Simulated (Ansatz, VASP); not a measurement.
Sc3TaH in VASP and in Ansatz

INCAR

```
PREC     = Accurate       # precision mode
ENCUT    = 600            # plane-wave cutoff, eV
EDIFF    = 1E-6           # SCF threshold, eV
ISMEAR   = 0              # smearing method
SIGMA    = 0.1            # smearing width, eV
LREAL    = F              # projectors in reciprocal space
LASPH    = T              # aspherical terms in the spheres
NELM     = 80             # most SCF steps
ALGO     = Fast           # electronic algorithm
ISIF     = 3              # what is computed and relaxed
LWAVE    = F              # write WAVECAR
LCHARG   = F              # write CHGCAR
GGA      = PE             # functional
IBRION   = 2              # ionic algorithm
NSW      = 90             # ionic steps
EDIFFG   = -0.04          # ionic threshold
```

Contents of KPOINTS:

```
Automatic mesh
0
Gamma
  4 4 4
```

POSCAR

```
Sc3TaH
1.0
    4.2660289400      0.0000000000      0.0000000000
    0.0000000000      4.2660289400      0.0000000000
    0.0000000000      0.0000000000      4.2660289400
Sc Ta H
3 1 1
Direct
    0.0000000000      0.5000000000      0.5000000000
    0.5000000000      0.0000000000      0.5000000000
    0.5000000000      0.5000000000      0.0000000000
    0.0000000000      0.0000000000      0.0000000000
    0.5000000000      0.5000000000      0.5000000000
```

Input for Ansatz:

```yaml
crystal:
  lattice:
    - [4.26602894, 0.0, 0.0]
    - [0.0, 4.26602894, 0.0]
    - [0.0, 0.0, 4.26602894]
  atoms:
    - { symbol: Sc, position: [0.0, 0.5, 0.5] }
    - { symbol: Sc, position: [0.5, 0.0, 0.5] }
    - { symbol: Sc, position: [0.5, 0.5, 0.0] }
    - { symbol: Ta, position: [0.0, 0.0, 0.0] }
    - { symbol: H, position: [0.5, 0.5, 0.5] }
basis:
  ecutwfc: 420
kpoints:
  mp_grid: { grid: [4, 4, 4] }
hamiltonian:
  xc: pbe
scf:
  occupations: { method: gaussian, width: 0.1 }
  lower_state_search: "off"
output:
  forces: true
  stress: true
  eigenvalues: true
relax:
  adjacent_minimum: "off"
  f_tol: 0.04
  max_steps: 70
  cell: { stress_tol: 0.4 }
```

Change from the starting cell: species swapped into the LuBRh3 type (Pm-3m, No. 221).

Alike in both runs: task relaxation of cell and atoms; functional PBE; k mesh 4 × 4 × 4; occupations gaussian, width 0.1 eV; no spin polarisation.

```csv
,VASP,Ansatz
version,VASP 6.6.1,Ansatz 0.2.0
potentials or method,"VASP PAW PBE potentials, release 64 (Sc_sv, Ta_pv, H)","scalar-relativistic, plane waves, PAW"
plane-wave cutoff (eV),600,420
valence electrons in the cell,45,47
```

|  | VASP | Ansatz | Ansatz less VASP |
| --- | --- | --- | --- |
| gap on the k mesh at the Fermi level, each at its own relaxed structure (eV) | none | none | - |
| relaxed volume (Å³/atom) | 17.61 | 17.65 | +0.035 |
| relaxed cell length with the largest relative difference (Å) | 4.449 | 4.452 | +0.0030 |
| energy change over the relaxation (meV/atom) | -77 | -75 | +2.1 |

A gap of «none» marks a metal or a gap that the smearing closes. The two sets of potentials don't hold the same shells in valence.

Caveats: the k mesh is coarse (spacing up to 0.37 Å⁻¹), so the values aren't converged. The runs have no spin-orbit coupling, so splittings on Ta are missing.
